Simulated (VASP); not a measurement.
Level of theory: PBE GGA + U (Dudarev), VASP's PBE PAW potentials (set 64) (plane waves; VASP 6.6.1).

The input files of a VASP run:

File POSCAR:
```
Ni3Al
1.0
  3.5017940000   0.0000000000   0.0000000000
  0.0000000000   3.5058800000   0.0000000000
  0.0000000000   0.0000000000   3.6196940000
Al Ni
1 3
direct
  0.0000000000   0.0000000000   0.0000000000
  0.0000000000   0.5000000000   0.5000000000
  0.5000000000   0.0000000000   0.5000000000
  0.5231620000   0.5000000000   0.0000000000
```

INCAR:
```
SYSTEM = Ni3Al
PREC = Accurate
ENCUT = 400
EDIFF = 1E-6
NELM = 100
ALGO = Normal
LREAL = .FALSE.
LASPH = .TRUE.
ISMEAR = 1
SIGMA = 0.1
GGA = PE
LMAXMIX = 2
ISPIN = 2
MAGMOM = 0.0 0.5 0.5 0.5
LORBIT = 10
LWAVE = .FALSE.
LCHARG = .FALSE.
ISIF = 2
LDAU = .TRUE.
LDAUTYPE = 2
LDAUL = -1 2
LDAUU = 0 5.0
LDAUJ = 0 0
LDAUPRINT = 1
```

**KPOINTS**
```
Automatic mesh
0
Gamma
8 8 8
0 0 0
```

POTCAR, in this order: Al Ni (PBE.64 set). Program: vasp_std.

Output of the run:

### OSZICAR
```
...
DAV:  12    -0.127527960305E+02   -0.25426E-02   -0.72273E-03 15289   0.181E+00    0.249E-01
DAV:  13    -0.127538006373E+02   -0.10046E-02   -0.21749E-03 14530   0.144E+00    0.194E-01
DAV:  14    -0.127542404108E+02   -0.43977E-03   -0.74592E-04 15003   0.450E-01    0.190E-01
DAV:  15    -0.127542258994E+02    0.14511E-04   -0.15876E-04 15526   0.285E-01    0.221E-01
DAV:  16    -0.127549590026E+02   -0.73310E-03   -0.13608E-03 14374   0.807E-01    0.123E-01
DAV:  17    -0.127555969010E+02   -0.63790E-03   -0.58387E-04 15264   0.497E-01    0.121E-01
DAV:  18    -0.127558943211E+02   -0.29742E-03   -0.25200E-04 16903   0.363E-01    0.161E-01
DAV:  19    -0.127557267422E+02    0.16758E-03   -0.16937E-04 16718   0.452E-01    0.227E-01
DAV:  20    -0.127563955844E+02   -0.66884E-03   -0.25314E-04 15854   0.579E-01    0.193E-01
DAV:  21    -0.127569523319E+02   -0.55675E-03   -0.33670E-04 17714   0.497E-01    0.187E-01
DAV:  22    -0.127577424920E+02   -0.79016E-03   -0.42794E-04 18009   0.593E-01    0.185E-01
DAV:  23    -0.127579370892E+02   -0.19460E-03   -0.25174E-04 15889   0.369E-01    0.250E-01
DAV:  24    -0.127586941159E+02   -0.75703E-03   -0.27793E-04 16603   0.430E-01    0.270E-01
DAV:  25    -0.127595724144E+02   -0.87830E-03   -0.36795E-04 17761   0.491E-01    0.300E-01
DAV:  26    -0.127598060042E+02   -0.23359E-03   -0.24732E-04 17368   0.379E-01    0.368E-01
DAV:  27    -0.127607990882E+02   -0.99308E-03   -0.33470E-04 16280   0.498E-01    0.391E-01
DAV:  28    -0.127611818919E+02   -0.38280E-03   -0.26134E-04 17528   0.367E-01    0.441E-01
DAV:  29    -0.127612406846E+02   -0.58793E-04   -0.18568E-04 17884   0.299E-01    0.486E-01
DAV:  30    -0.127610815429E+02    0.15914E-03   -0.10888E-04 16987   0.230E-01    0.524E-01
DAV:  31    -0.127608755320E+02    0.20601E-03   -0.53513E-05 17068   0.164E-01    0.551E-01
DAV:  32    -0.127608597004E+02    0.15832E-04   -0.30137E-05 13468   0.114E-01    0.565E-01
DAV:  33    -0.127610904412E+02   -0.23074E-03   -0.23438E-05 15529   0.124E-01    0.569E-01
DAV:  34    -0.127611630735E+02   -0.72632E-04   -0.13463E-05 13226   0.837E-02    0.576E-01
DAV:  35    -0.127612295799E+02   -0.66506E-04   -0.13973E-05 10660   0.676E-02    0.581E-01
DAV:  36    -0.127610561669E+02    0.17341E-03   -0.52648E-06 10043   0.598E-02    0.590E-01
DAV:  37    -0.127609115417E+02    0.14463E-03   -0.30468E-06  8159   0.375E-02    0.596E-01
DAV:  38    -0.127610746353E+02   -0.16309E-03   -0.23562E-06  7426   0.472E-02    0.593E-01
DAV:  39    -0.127615245169E+02   -0.44988E-03   -0.11784E-05 14504   0.108E-01    0.583E-01
DAV:  40    -0.127621754568E+02   -0.65094E-03   -0.35416E-05 17709   0.159E-01    0.570E-01
DAV:  41    -0.127631585895E+02   -0.98313E-03   -0.68399E-05 17811   0.236E-01    0.553E-01
DAV:  42    -0.127633848102E+02   -0.22622E-03   -0.42989E-05 17018   0.125E-01    0.557E-01
DAV:  43    -0.127632524899E+02    0.13232E-03   -0.10592E-05 11760   0.839E-02    0.569E-01
DAV:  44    -0.127635689445E+02   -0.31645E-03   -0.22477E-05 14847   0.143E-01    0.561E-01
DAV:  45    -0.127634894372E+02    0.79507E-04   -0.82482E-06 12507   0.541E-02    0.566E-01
DAV:  46    -0.127634032878E+02    0.86149E-04   -0.23187E-06  7524   0.318E-02    0.571E-01
DAV:  47    -0.127634272082E+02   -0.23920E-04   -0.19818E-06  6880   0.223E-02    0.572E-01
DAV:  48    -0.127644883143E+02   -0.10611E-02   -0.51855E-05 16852   0.256E-01    0.544E-01
DAV:  49    -0.127657476776E+02   -0.12594E-02   -0.13961E-04 17605   0.318E-01    0.516E-01
DAV:  50    -0.127670406688E+02   -0.12930E-02   -0.20583E-04 18050   0.338E-01    0.492E-01
DAV:  51    -0.127671708993E+02   -0.13023E-03   -0.75065E-05 16867   0.175E-01    0.505E-01
DAV:  52    -0.127674600354E+02   -0.28914E-03   -0.42965E-05 16376   0.157E-01    0.507E-01
DAV:  53    -0.127674028704E+02    0.57165E-04   -0.18509E-05 14171   0.905E-02    0.518E-01
DAV:  54    -0.127692393125E+02   -0.18364E-02   -0.23812E-04 16586   0.548E-01    0.470E-01
DAV:  55    -0.127697569748E+02   -0.51766E-03   -0.16782E-04 16912   0.252E-01    0.470E-01
DAV:  56    -0.127703159086E+02   -0.55893E-03   -0.83343E-05 18339   0.240E-01    0.468E-01
DAV:  57    -0.127702386307E+02    0.77278E-04   -0.39462E-05 15839   0.124E-01    0.483E-01
DAV:  58    -0.127701222479E+02    0.11638E-03   -0.12272E-05 10842   0.740E-02    0.494E-01
DAV:  59    -0.127705816538E+02   -0.45941E-03   -0.25200E-05 15736   0.133E-01    0.486E-01
DAV:  60    -0.127707080567E+02   -0.12640E-03   -0.13945E-05 14755   0.793E-02    0.489E-01
DAV:  61    -0.127705535948E+02    0.15446E-03   -0.62003E-06  9561   0.573E-02    0.498E-01
DAV:  62    -0.127704683061E+02    0.85289E-04   -0.27529E-06  7732   0.279E-02    0.503E-01
DAV:  63    -0.127707212802E+02   -0.25297E-03   -0.43619E-06  9486   0.670E-02    0.497E-01
DAV:  64    -0.127709183873E+02   -0.19711E-03   -0.84340E-06 12521   0.593E-02    0.494E-01
DAV:  65    -0.127713719324E+02   -0.45355E-03   -0.19513E-05 17065   0.113E-01    0.484E-01
DAV:  66    -0.127728775865E+02   -0.15057E-02   -0.16977E-04 16965   0.394E-01    0.445E-01
DAV:  67    -0.127731820514E+02   -0.30446E-03   -0.10026E-04 16931   0.174E-01    0.450E-01
DAV:  68    -0.127732404536E+02   -0.58402E-04   -0.25001E-05 14738   0.109E-01    0.459E-01
DAV:  69    -0.127732065915E+02    0.33862E-04   -0.13836E-05 11244   0.714E-02    0.468E-01
DAV:  70    -0.127730968552E+02    0.10974E-03   -0.60665E-06  9085   0.496E-02    0.477E-01
DAV:  71    -0.127755026315E+02   -0.24058E-02   -0.45730E-04 16603   0.782E-01    0.407E-01
DAV:  72    -0.127753643970E+02    0.13823E-03   -0.15389E-04 13488   0.212E-01    0.432E-01
DAV:  73    -0.127758614218E+02   -0.49702E-03   -0.61095E-05 16306   0.195E-01    0.425E-01
DAV:  74    -0.127759052728E+02   -0.43851E-04   -0.30877E-05 16498   0.105E-01    0.435E-01
DAV:  75    -0.127757957727E+02    0.10950E-03   -0.86430E-06  9974   0.695E-02    0.446E-01
DAV:  76    -0.127765392455E+02   -0.74347E-03   -0.56629E-05 16622   0.233E-01    0.425E-01
DAV:  77    -0.127771434108E+02   -0.60417E-03   -0.87029E-05 17590   0.219E-01    0.409E-01
DAV:  78    -0.127780954488E+02   -0.95204E-03   -0.15326E-04 17568   0.316E-01    0.381E-01
DAV:  79    -0.127793013832E+02   -0.12059E-02   -0.30965E-04 17692   0.426E-01    0.343E-01
DAV:  80    -0.127798236293E+02   -0.52225E-03   -0.18600E-04 17890   0.276E-01    0.341E-01
DAV:  81    -0.127803275707E+02   -0.50394E-03   -0.11691E-04 16896   0.262E-01    0.334E-01
DAV:  82    -0.127802626733E+02    0.64897E-04   -0.51125E-05 15066   0.149E-01    0.354E-01
DAV:  83    -0.127804727517E+02   -0.21008E-03   -0.33870E-05 15635   0.133E-01    0.354E-01
DAV:  84    -0.127805699515E+02   -0.97200E-04   -0.18125E-05 15162   0.901E-02    0.358E-01
DAV:  85    -0.127806045375E+02   -0.34586E-04   -0.13067E-05 11328   0.711E-02    0.362E-01
DAV:  86    -0.127807187923E+02   -0.11425E-03   -0.11106E-05 13224   0.661E-02    0.362E-01
DAV:  87    -0.127807250317E+02   -0.62394E-05   -0.52419E-06  9653   0.424E-02    0.366E-01
DAV:  88    -0.127807019997E+02    0.23032E-04   -0.25018E-06  7438   0.270E-02    0.370E-01
DAV:  89    -0.127806800723E+02    0.21927E-04   -0.13950E-06  6618   0.169E-02    0.372E-01
DAV:  90    -0.127807332368E+02   -0.53164E-04   -0.10274E-06  5679   0.259E-02    0.370E-01
DAV:  91    -0.127828765527E+02   -0.21433E-02   -0.77577E-04 16986   0.846E-01    0.266E-01
DAV:  92    -0.127831576650E+02   -0.28111E-03   -0.29697E-04 15201   0.275E-01    0.286E-01
DAV:  93    -0.127828938070E+02    0.26386E-03   -0.53933E-05 15666   0.215E-01    0.322E-01
DAV:  94    -0.127828032671E+02    0.90540E-04   -0.26791E-05 15711   0.863E-02    0.335E-01
DAV:  95    -0.127833787402E+02   -0.57547E-03   -0.73936E-05 16610   0.249E-01    0.312E-01
DAV:  96    -0.127836030831E+02   -0.22434E-03   -0.57667E-05 17178   0.144E-01    0.310E-01
DAV:  97    -0.127836195718E+02   -0.16489E-04   -0.15520E-05 13647   0.876E-02    0.319E-01
DAV:  98    -0.127824933763E+02    0.11262E-02   -0.14275E-04 16542   0.384E-01    0.374E-01
DAV:  99    -0.127816053878E+02    0.88799E-03   -0.18996E-04 17121   0.285E-01    0.400E-01
DAV: 100    -0.127814333338E+02    0.17205E-03   -0.71293E-05 16992   0.155E-01
   1 F= -.12781433E+02 E0= -.12781333E+02  d E =-.300059E-03  mag=     0.9933
```

File OUTCAR:
```
------------------------ aborting loop EDIFF was not reached (unconverged)  ----------------------------
  FORCE on cell =-STRESS in cart. coord.  units (eV):
  Direction    XX          YY          ZZ          XY          YZ          ZX
  --------------------------------------------------------------------------------------
  Total        0.0249351      0.0163057      0.1396807      0.0000000      0.0000000      0.0000000
  in kB        0.8990042      0.5878836      5.0360197      0.0000000      0.0000000      0.0000000
  external PRESSURE =       2.1743025 kB  Pullay stress =       0.0000000 kB
  volume of cell :       44.44
      direct lattice vectors                 reciprocal lattice vectors
     3.501794000  0.000000000  0.000000000     0.285567912  0.000000000  0.000000000
     0.000000000  3.505880000  0.000000000     0.000000000  0.285235091  0.000000000
     0.000000000  0.000000000  3.619694000     0.000000000  0.000000000  0.276266447
 POSITION                                       TOTAL-FORCE (eV/Angst)
 -----------------------------------------------------------------------------------
      0.00000      0.00000      0.00000         0.314459      0.000000      0.000000
      0.00000      1.75294      1.80985         0.315384      0.000000      0.000000
      1.75090      0.00000      1.80985         0.019629      0.000000      0.000000
      1.83201      1.75294      0.00000        -0.649472      0.000000      0.000000
 -----------------------------------------------------------------------------------
    total drift:                               -0.003908      0.000000      0.000010
  FREE ENERGIE OF THE ION-ELECTRON SYSTEM (eV)
  ---------------------------------------------------
  free  energy   TOTEN  =       -12.7814333338 eV

  energy  without entropy=      -12.7811332750  energy(sigma->0) =      -12.78133331

 total charge

# of ion       s       p       d       tot
------------------------------------------
    1        0.417   0.374   0.000   0.791
    2        0.479   0.476   8.588   9.543
    3        0.477   0.475   8.590   9.542
    4        0.480   0.479   8.661   9.620
--------------------------------------------------
tot          1.852   1.805  25.840  29.496

 magnetization (x)

# of ion       s       p       d       tot
------------------------------------------
    1       -0.002  -0.016   0.000  -0.019
    2       -0.009  -0.026   0.485   0.449
    3       -0.009  -0.027   0.480   0.444
    4       -0.019  -0.037   0.290   0.234
--------------------------------------------------
tot         -0.040  -0.107   1.255   1.109
```
(Selected blocks of OUTCAR.)

**stdout**
```
...
DAV:  81    -0.127803275707E+02   -0.50394E-03   -0.11691E-04 16896   0.262E-01    0.334E-01
DAV:  82    -0.127802626733E+02    0.64897E-04   -0.51125E-05 15066   0.149E-01    0.354E-01
DAV:  83    -0.127804727517E+02   -0.21008E-03   -0.33870E-05 15635   0.133E-01    0.354E-01
DAV:  84    -0.127805699515E+02   -0.97200E-04   -0.18125E-05 15162   0.901E-02    0.358E-01
DAV:  85    -0.127806045375E+02   -0.34586E-04   -0.13067E-05 11328   0.711E-02    0.362E-01
DAV:  86    -0.127807187923E+02   -0.11425E-03   -0.11106E-05 13224   0.661E-02    0.362E-01
DAV:  87    -0.127807250317E+02   -0.62394E-05   -0.52419E-06  9653   0.424E-02    0.366E-01
DAV:  88    -0.127807019997E+02    0.23032E-04   -0.25018E-06  7438   0.270E-02    0.370E-01
DAV:  89    -0.127806800723E+02    0.21927E-04   -0.13950E-06  6618   0.169E-02    0.372E-01
DAV:  90    -0.127807332368E+02   -0.53164E-04   -0.10274E-06  5679   0.259E-02    0.370E-01
DAV:  91    -0.127828765527E+02   -0.21433E-02   -0.77577E-04 16986   0.846E-01    0.266E-01
DAV:  92    -0.127831576650E+02   -0.28111E-03   -0.29697E-04 15201   0.275E-01    0.286E-01
DAV:  93    -0.127828938070E+02    0.26386E-03   -0.53933E-05 15666   0.215E-01    0.322E-01
DAV:  94    -0.127828032671E+02    0.90540E-04   -0.26791E-05 15711   0.863E-02    0.335E-01
DAV:  95    -0.127833787402E+02   -0.57547E-03   -0.73936E-05 16610   0.249E-01    0.312E-01
DAV:  96    -0.127836030831E+02   -0.22434E-03   -0.57667E-05 17178   0.144E-01    0.310E-01
DAV:  97    -0.127836195718E+02   -0.16489E-04   -0.15520E-05 13647   0.876E-02    0.319E-01
DAV:  98    -0.127824933763E+02    0.11262E-02   -0.14275E-04 16542   0.384E-01    0.374E-01
DAV:  99    -0.127816053878E+02    0.88799E-03   -0.18996E-04 17121   0.285E-01    0.400E-01
DAV: 100    -0.127814333338E+02    0.17205E-03   -0.71293E-05 16992   0.155E-01

 -----------------------------------------------------------------------------
|                                                                             |
|           W    W    AA    RRRRR   N    N  II  N    N   GGGG   !!!           |
|           W    W   A  A   R    R  NN   N  II  NN   N  G    G  !!!           |
|           W    W  A    A  R    R  N N  N  II  N N  N  G       !!!           |
|           W WW W  AAAAAA  RRRRR   N  N N  II  N  N N  G  GGG   !            |
|           WW  WW  A    A  R   R   N   NN  II  N   NN  G    G                |
|           W    W  A    A  R    R  N    N  II  N    N   GGGG   !!!           |
|                                                                             |
|     The electronic self-consistency was not achieved in the given           |
|     number of steps (NELM). The forces and other quantities evaluated       |
|     might not be reliable so examine the results carefully. If you find     |
|     spurious results, we suggest increasing NELM, if you were close to      |
|     convergence or switching to a different ALGO or adjusting the           |
|     density mixing parameters otherwise.                                    |
|                                                                             |
 -----------------------------------------------------------------------------

   1 F= -.12781433E+02 E0= -.12781333E+02  d E =-.300059E-03  mag=     0.9933
```

The run did not converge; its last values are not results.

The compound is Ni3Al in the L1_2 structure. The cell was not relaxed at this level, atoms are displaced from their ideal sites. The run is one of a series of settings (LDAU = .TRUE., LDAUJ = 0 0, LDAUL = -1 2, LDAUTYPE = 2, LDAUU = 0 5.0, LMAXMIX = 2 against the base run), some of them coarse on purpose.
